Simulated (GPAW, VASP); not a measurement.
An input for GPAW (PBEsol, GPAW PAW datasets PBEsol (made by gpaw-setup)):

```
from ase import Atoms
from ase.units import GPa
from gpaw import GPAW

atoms = Atoms(['Sr', 'Sr'],
              cell=[[4.258618, 0.000000, 0.000000],
                    [-2.129309, 3.688071, 0.000000],
                    [0.000000, 0.000000, 6.974819]],
              scaled_positions=[[0.330887, 0.675604, 0.252137],
                                [0.669113, 0.324396, 0.747863]],
              pbc=True)

calc = GPAW(mode={'name': 'pw', 'ecut': 550},
            xc='PBEsol',
            kpts={'size': (12, 12, 7), 'gamma': True},
            occupations={'name': 'methfessel-paxton', 'width': 0.272, 'order': 0},
            nbands=-8,
            convergence={'density': 1e-05, 'energy': 1e-05},
            symmetry={'symmorphic': False, 'tolerance': 0.0005},
            maxiter=150,
            txt='-')

atoms.calc = calc

energy = atoms.get_potential_energy()
print('Energy (eV):', round(energy, 6))
forces = atoms.get_forces()
print('Forces (eV/Ang):')
print(forces.round(5))
stress = atoms.get_stress()
print('Stress (GPa, Voigt):', (stress / GPa).round(4))
```

Q: Write the VASP files for the same calculation.

A: One set of files that does it:

POSCAR:
```
Sr
1
    4.2586180000     0.0000000000     0.0000000000
   -2.1293090000     3.6880710000     0.0000000000
    0.0000000000     0.0000000000     6.9748190000
Sr
2
Direct
  0.3308870000   0.6756040000   0.2521370000
  0.6691130000   0.3243960000   0.7478630000
```

**INCAR**
```
ALGO=Normal
EDIFF=1E-6
ENCUT=300
GGA=PS
ISIF=2
ISMEAR=0
LASPH=.TRUE.
LCHARG=.FALSE.
LMAXMIX=4
LREAL=.FALSE.
LWAVE=.FALSE.
NELM=100
PREC=Accurate
SIGMA=0.272
SYSTEM=Sr
```

### KPOINTS
```
Automatic mesh
0
Gamma
12 12 7
0 0 0
```

POTCAR, in this order: Sr_sv (PBE.64 set). Program: vasp_std.

Both are inputs of real runs that ended normally. What can't carry over is the choice of potentials or basis and its cut-off, and each code's defaults.

The structure comes from a computed database's Sr entry; how it stands against other phases isn't given here. The cell was not relaxed at this level, atoms are displaced from their ideal sites, and it may have been scaled.
